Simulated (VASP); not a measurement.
Input:

```
CELL_PARAMETERS angstrom
     -3.05000     3.05000     3.05000
      3.05000    -3.05000     3.05000
      3.05000     3.05000    -3.05000
ATOMIC_POSITIONS crystal
  Cs 0.00000 0.00000 0.00000
```

Computed with PBE GGA, VASP's PBE PAW potentials (set 64) (plane waves; VASP 6.6.1). Settings: 480 eV cut-off, 8×8×8 Γ-centred mesh, first-order Methfessel-Paxton smearing of 0.10 eV, potentials Cs_sv.

Energy and stress use the plane-wave basis of the starting cell.

The ions, cell shape and volume are relaxed. What does this cell relax into?

```
CELL_PARAMETERS angstrom
     -3.07479     3.07479     3.07479
      3.07479    -3.07479     3.07479
      3.07479     3.07479    -3.07479
ATOMIC_POSITIONS crystal
  Cs 0.00000 0.00000 0.00000
```
Space group Im-3m (229), at a tolerance of 0.03 Å.

How do energy and volume change from the first to the last step?

The energy (σ→0) changes by -0.6 meV/atom and the volume by +2.5 %, in 3 ionic steps.

The compound is Cs in the bcc structure. This run relaxes it. Symmetry was kept, so distortions that lower it aren't found.
